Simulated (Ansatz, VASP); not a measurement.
# Cross-check of BeHg2 between VASP and Ansatz

Wanted: the spread between two codes on one cell, functional and k mesh. The cell is generated by rule, not measured, and may not be a known phase. The cell is taken from a series of runs on this material, whose earlier steps may have relaxed, scaled, displaced or heated it; both programs get it as it stands.

Method: plane waves, with VASP 6.6.1 beside it; zone-centre phonons at PBEsol, in Ansatz 0.2.0.

The structure was built from a prototype and need not be the compound's stable phase.

## 1. Starting point

Symmetry: P6/mmm, No. 191, hexagonal system. Conventional cell: a = 4.826 Å, b = 4.826 Å, c = 5.781 Å, α = 90.00°, β = 90.00°, γ = 120.00°. Nearest to Be lie 1 Be at 2.23 Å and 6 Hg at 3.00 Å. Hg has 5 Hg at 2.79 to 2.89 Å nearest. Nearest to Hg lie 5 Hg at 2.79 to 2.89 Å and 6 Be at 3.00 Å. Farther neighbours are not listed.

## 2. VASP: zone-centre phonons, PBEsol

Second derivatives magnify differences that forces hide, and they need a tight electronic threshold.

Lines of VASP's logs that name or quote its potential files are left out, and so is its time.

Contents of INCAR:

```
SYSTEM = BeHg2
PREC = Accurate
ENCUT = 600
EDIFF = 1E-08
NELM = 120
ISMEAR = 1
SIGMA = 0.2
LREAL = .FALSE.
ALGO = Normal
GGA = PS
NBANDS = 32
LORBIT = 11
LWAVE = .FALSE.
LCHARG = .FALSE.
ISIF = 2
IBRION = 8
LASPH = .TRUE.
GGA_COMPAT = .FALSE.
KPAR = 2
```

Contents of POSCAR:

```
BeHg2
1.0
    4.8263684368      0.0000000000      0.0000000000
   -2.4131842184      4.1797576743      0.0000000000
    0.0000000000      0.0000000000      5.7811139348
Be Hg
2 4
Direct
    0.0000000000      0.0000000000      0.6930372283
    0.0000000000      0.0000000000      0.3069627717
    0.3333333333      0.6666666667      0.0000000000
    0.3333333333      0.6666666667      0.5000000000
    0.6666666667      0.3333333333      0.0000000000
    0.6666666667      0.3333333333      0.5000000000
```

Contents of KPOINTS:

```
Automatic mesh
0
Gamma
9 9 6
0 0 0
```

Potentials, in the order of the species: Be and Hg (PBE family, release 64).

Command:

```console
$ mpirun -np 2 vasp_std
```

Numbers of over 12 decimals in the logs are rounded to 6 here.

What it wrote:

```text
[banner, memory and clock lines left out]
running    2 mpi-ranks, on    1 nodes
 distrk:  each k-point on    1 cores,    2 groups
 distr:  one band on    1 cores,    1 groups

 POSCAR found type information on POSCAR BeHg
 POSCAR found :  2 types and       6 ions
|                                                                             |
|               ----> ADVICE to this user running VASP <----                  |
|                                                                             |
|     You enforced a specific xc type in the INCAR file but a different       |
|     [... a line on the potential file left out ...]
|     I HOPE YOU KNOW WHAT YOU ARE DOING!                                     |
|                                                                             |

 LDA part: xc-table for (Slater+PW92), standard interpolation
 POSCAR, INCAR and KPOINTS ok, starting setup
 FFT: planning ... GRIDC
 FFT: planning ... GRID_SOFT
 FFT: planning ... GRID
 WAVECAR not read
 entering main loop
       N       E                     dE             d eps       ncg     rms          rms(c)
DAV:   1     0.434395178736E+03    0.43440E+03   -0.27964E+04  3072   0.174E+03
DAV:   2     0.907554192958E+01   -0.42532E+03   -0.40894E+03  3152   0.413E+02
DAV:   3    -0.736027895492E+01   -0.16436E+02   -0.16237E+02  3736   0.850E+01
DAV:   4    -0.748846372738E+01   -0.12818E+00   -0.12807E+00  3240   0.733E+00
DAV:   5    -0.748943263786E+01   -0.96891E-03   -0.96870E-03  3752   0.620E-01    0.123E+01
DAV:   6    -0.664067487064E+01    0.84876E+00   -0.25040E+00  3600   0.127E+01    0.954E+00
DAV:   7    -0.660144313973E+01    0.39232E-01   -0.27962E-01  3368   0.260E+00    0.440E+00
DAV:   8    -0.659195627376E+01    0.94869E-02   -0.27919E-02  3480   0.136E+00    0.198E-01
DAV:   9    -0.659153925590E+01    0.41702E-03   -0.25803E-03  3440   0.462E-01    0.766E-02
DAV:  10    -0.659153863548E+01    0.62043E-06   -0.17732E-04  3576   0.941E-02    0.299E-02
DAV:  11    -0.659154361552E+01   -0.49800E-05   -0.20679E-05  3480   0.399E-02    0.107E-02
DAV:  12    -0.659154266284E+01    0.95268E-06   -0.63878E-06  3568   0.235E-02    0.293E-03
DAV:  13    -0.659154265444E+01    0.83946E-08   -0.37106E-07  3296   0.315E-03    0.178E-03
DAV:  14    -0.659154270832E+01   -0.53874E-07   -0.20127E-07  3616   0.404E-03    0.389E-04
DAV:  15    -0.659154268758E+01    0.20736E-07   -0.92843E-09  2088   0.930E-04    0.157E-04
DAV:  16    -0.659154267973E+01    0.78508E-08   -0.87657E-10  1792   0.235E-04
   1 F= -.65915427E+01 E0= -.65922262E+01  d E =0.205066E-02
 Linear response reoptimize wavefunctions to high precision
DAV:   1    -0.659154268029E+01   -0.56571E-09   -0.14291E-10  1736   0.686E-05
DAV:   2    -0.659154268023E+01    0.69122E-10   -0.11674E-11  1712   0.230E-05
 Linear response DOF=           6
 Linear response progress:
  Degree of freedom:   1/  6
       N       E                     dE             d eps       ncg     rms          rms(c)
RMM:   1    -0.651498468680E-02   -0.65150E-02    0.12015E-03 18845   0.283E-01
RMM:   2    -0.630041351092E-02    0.21457E-03   -0.26700E-04 13895   0.677E-02    0.367E-02
RMM:   3    -0.628974535248E-02    0.10668E-04   -0.18896E-05 14446   0.166E-02    0.205E-02
RMM:   4    -0.628398641533E-02    0.57589E-05   -0.94501E-06 14371   0.131E-02    0.397E-03
RMM:   5    -0.627554539508E-02    0.84410E-05   -0.50650E-07 14478   0.351E-03    0.418E-04
RMM:   6    -0.627436578828E-02    0.11796E-05   -0.22634E-08 14721   0.347E-04    0.166E-04
RMM:   7    -0.627392053024E-02    0.44526E-06   -0.21266E-09 14680   0.178E-04    0.326E-05
RMM:   8    -0.627391948163E-02    0.10486E-08    0.22741E-10 14865   0.295E-05    0.948E-06
 first order change of Fermi-energy  -0.15031E-04
 force on displaced ion       1 direction 1 :   1.036   0.000  -0.001
 Linear response progress:
  Degree of freedom:   2/  6
       N       E                     dE             d eps       ncg     rms          rms(c)
RMM:   1    -0.815156327848E-02   -0.81516E-02    0.21124E-04  6913   0.279E-01
RMM:   2    -0.791102066086E-02    0.24054E-03   -0.29311E-04  4799   0.682E-02    0.699E-02
RMM:   3    -0.785599867398E-02    0.55022E-04   -0.15296E-04  4724   0.419E-02    0.356E-02
RMM:   4    -0.790378581385E-02   -0.47787E-04   -0.41325E-05  4766   0.214E-02    0.125E-02
RMM:   5    -0.790770630763E-02   -0.39205E-05   -0.12533E-06  4687   0.695E-03    0.344E-03
RMM:   6    -0.790554785094E-02    0.21585E-05   -0.16873E-07  4461   0.293E-03    0.733E-04
RMM:   7    -0.790300806559E-02    0.25398E-05   -0.82727E-08  4915   0.642E-04    0.157E-04
RMM:   8    -0.790340221092E-02   -0.39415E-06    0.12620E-08  4618   0.204E-04    0.568E-05
RMM:   9    -0.790349344347E-02   -0.91233E-07    0.11144E-08  5022   0.524E-05    0.179E-05
RMM:  10    -0.790345028635E-02    0.43157E-07    0.27915E-10  4992   0.157E-05    0.359E-06
RMM:  11    -0.790345110273E-02   -0.81638E-09   -0.44162E-10  4011   0.305E-06    0.950E-07
 first order change of Fermi-energy  -0.11958E-01
 force on displaced ion       1 direction 3 :  -0.000   0.000  -1.912
 Linear response progress:
  Degree of freedom:   3/  6
       N       E                     dE             d eps       ncg     rms          rms(c)
RMM:   1    -0.382455115475E+00   -0.38246E+00   -0.16621E-01 16867   0.221E+00
RMM:   2    -0.379015063614E+00    0.34401E-02   -0.13529E-03 15761   0.264E-01    0.108E-01
RMM:   3    -0.378524423984E+00    0.49064E-03   -0.94354E-05 15722   0.433E-02    0.654E-02
RMM:   4    -0.378096137340E+00    0.42829E-03   -0.70013E-05 16532   0.375E-02    0.142E-02
RMM:   5    -0.378093571486E+00    0.25659E-05   -0.58643E-06 16427   0.101E-02    0.110E-03
RMM:   6    -0.378082305623E+00    0.11266E-04   -0.99012E-08 16963   0.200E-03    0.580E-04
RMM:   7    -0.378080069503E+00    0.22361E-05    0.81452E-10 17058   0.593E-04    0.117E-04
RMM:   8    -0.378078643800E+00    0.14257E-05    0.48747E-08 17403   0.126E-04    0.376E-05
RMM:   9    -0.378078179964E+00    0.46384E-06   -0.36958E-09 17332   0.555E-05    0.869E-06
RMM:  10    -0.378078186982E+00   -0.70187E-08   -0.11125E-08 17471   0.181E-05    0.187E-06
 first order change of Fermi-energy   0.31226E-04
 force on displaced ion       3 direction 1 :  -4.417  -0.000   0.000
 Linear response progress:
  Degree of freedom:   4/  6
       N       E                     dE             d eps       ncg     rms          rms(c)
RMM:   1    -0.387670720577E+00   -0.38767E+00   -0.15772E-01  6363   0.224E+00
RMM:   2    -0.384418919160E+00    0.32518E-02   -0.14766E-03  6007   0.280E-01    0.507E-02
RMM:   3    -0.383994948049E+00    0.42397E-03   -0.92684E-05  5947   0.431E-02    0.295E-02
RMM:   4    -0.383708232891E+00    0.28672E-03   -0.34145E-05  6137   0.275E-02    0.111E-02
RMM:   5    -0.383648789288E+00    0.59444E-04   -0.70219E-07  6466   0.487E-03    0.316E-03
RMM:   6    -0.383629701984E+00    0.19087E-04   -0.87658E-08  6458   0.134E-03    0.499E-04
RMM:   7    -0.383629093836E+00    0.60815E-06   -0.72272E-08  6247   0.705E-04    0.173E-04
RMM:   8    -0.383627505519E+00    0.15883E-05   -0.91820E-09  6282   0.237E-04    0.331E-05
RMM:   9    -0.383627091157E+00    0.41436E-06   -0.90516E-09  6583   0.397E-05    0.520E-06
RMM:  10    -0.383627034617E+00    0.56540E-07   -0.21791E-09  6432   0.123E-05    0.135E-06
RMM:  11    -0.383627040837E+00   -0.62199E-08   -0.73047E-09  5013   0.695E-06    0.323E-07
 first order change of Fermi-energy  -0.84335E-04
 force on displaced ion       3 direction 3 :   0.000  -0.000  -4.730
 Linear response progress:
  Degree of freedom:   5/  6
       N       E                     dE             d eps       ncg     rms          rms(c)
RMM:   1    -0.382416080633E+00   -0.38242E+00   -0.16001E-01 16827   0.225E+00
RMM:   2    -0.378678014889E+00    0.37381E-02   -0.14611E-03 15771   0.277E-01    0.996E-02
RMM:   3    -0.378150350596E+00    0.52766E-03   -0.12061E-04 15847   0.484E-02    0.606E-02
RMM:   4    -0.377715840338E+00    0.43451E-03   -0.79615E-05 16600   0.393E-02    0.160E-02
RMM:   5    -0.377696244077E+00    0.19596E-04   -0.59919E-06 16666   0.101E-02    0.115E-03
RMM:   6    -0.377685401738E+00    0.10842E-04   -0.21784E-07 17109   0.223E-03    0.629E-04
RMM:   7    -0.377683728581E+00    0.16732E-05    0.14027E-08 17131   0.625E-04    0.989E-05
RMM:   8    -0.377682853847E+00    0.87473E-06    0.92171E-08 17413   0.132E-04    0.461E-05
RMM:   9    -0.377682399054E+00    0.45479E-06    0.17105E-09 17391   0.616E-05    0.106E-05
RMM:  10    -0.377682395189E+00    0.38650E-08    0.12654E-09 17509   0.190E-05    0.170E-06
 first order change of Fermi-energy  -0.74367E-04
 force on displaced ion       4 direction 1 :  -5.162  -0.001   0.000
 Linear response progress:
  Degree of freedom:   6/  6
       N       E                     dE             d eps       ncg     rms          rms(c)
RMM:   1    -0.387814194319E+00   -0.38781E+00   -0.15728E-01  6389   0.226E+00
RMM:   2    -0.384405773140E+00    0.34084E-02   -0.16039E-03  6018   0.288E-01    0.507E-02
RMM:   3    -0.383979620194E+00    0.42615E-03   -0.11580E-04  5998   0.473E-02    0.292E-02
RMM:   4    -0.383714870218E+00    0.26475E-03   -0.36842E-05  6174   0.281E-02    0.119E-02
RMM:   5    -0.383647706214E+00    0.67164E-04   -0.13927E-06  6466   0.587E-03    0.345E-03
RMM:   6    -0.383628268958E+00    0.19437E-04   -0.14172E-07  6498   0.147E-03    0.555E-04
RMM:   7    -0.383627356819E+00    0.91214E-06   -0.43515E-08  6233   0.780E-04    0.190E-04
RMM:   8    -0.383625560293E+00    0.17965E-05   -0.14172E-08  6298   0.250E-04    0.394E-05
RMM:   9    -0.383625098237E+00    0.46206E-06   -0.10482E-08  6609   0.457E-05    0.723E-06
RMM:  10    -0.383625039764E+00    0.58473E-07   -0.58042E-09  6547   0.145E-05    0.161E-06
RMM:  11    -0.383625050683E+00   -0.10919E-07   -0.12112E-08  5227   0.629E-06    0.345E-07
RMM:  12    -0.383625052055E+00   -0.13712E-08   -0.40650E-09  2873   0.509E-06    0.148E-07
 first order change of Fermi-energy   0.13452E-03
 force on displaced ion       4 direction 3 :   0.000   0.000  -4.299
 Linear response finished
```

(Part 1 of 2 ends here.)

[Lines on the potential files, build, host, timing and source positions are cut from VASP's logs without a mark.]

[Logs are printed without paths, hosts, clocks, repeated set-up lines and the standing remarks that a program may print on its own settings, such as how far it seeks lower states.]

[Hosts, paths, dates, database ids (printed as entryN), source tags and the programs' standing remarks are cut or masked in the printed files.]
